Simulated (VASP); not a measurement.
These are AM05 GGA, VASP's PBE PAW potentials (set 64) (plane waves; VASP) values and carry that method's errors.

A VASP calculation is set up with these files.

File KPOINTS:
```
Automatic mesh
0
Gamma
14 14 8
0 0 0
```

**INCAR**
```
LCHARG=.TRUE.
ISMEAR=-5
NEDOS=601   ! DOS grid
LMAXMIX=4   ! l cut-off of mixed one-centre charges
LASPH=.TRUE.
LORBIT=11
EDIFF=1E-7   ! SCF stop (eV)
LREAL=.FALSE.   ! projection in real space or not
ENCUT=520
PREC=Accurate
ALGO=Normal   ! blocked Davidson
ISIF=2
GGA=AM   ! AM05
NELM=100
LWAVE=.FALSE.
SYSTEM=Sc
```

**POSCAR**
```
Sc
1
    1.6428614218    -2.8455193677     0.0000000000
    1.6428614218     2.8455193677    -0.0000000000
    0.0000000000    -0.0000000000     5.1026725167
Sc
2
Direct
  0.3333330000   0.6666670000   0.2500000000
  0.6666670000   0.3333330000   0.7500000000
```

POTCAR, in this order: Sc_sv (PBE.64 set). Program: vasp_std.

Q: What does the run give for the energy per atom (σ→0), band gap (on the k-mesh)?

A: 
```
Quantity                                                     Value
------------------------  ----------------------------------------
energy per atom (σ→0)                               -6.396 eV/atom
band gap (on the k-mesh)  none (metal, semimetal or under 0.01 eV)
```

**OSZICAR**
```
...
DAV:   8    -0.127939771472E+02    0.10999E-01   -0.30355E-02  4944   0.262E+00    0.248E-01
DAV:   9    -0.127923971108E+02    0.15800E-02   -0.84854E-03  4704   0.115E+00    0.177E-02
DAV:  10    -0.127924224024E+02   -0.25292E-04   -0.14804E-04  6034   0.199E-01    0.953E-03
DAV:  11    -0.127924215319E+02    0.87044E-06   -0.59893E-06  5715   0.359E-02    0.346E-03
DAV:  12    -0.127924231859E+02   -0.16540E-05   -0.10645E-06  4094   0.113E-02    0.131E-03
DAV:  13    -0.127924228062E+02    0.37979E-06   -0.50492E-08  2710   0.439E-03    0.156E-04
DAV:  14    -0.127924227599E+02    0.46281E-07   -0.15079E-08  2388   0.309E-03
   1 F= -.12792423E+02 E0= -.12792423E+02  d E =0.000000E+00
```

The compound is Sc in the hcp structure. It was relaxed first.
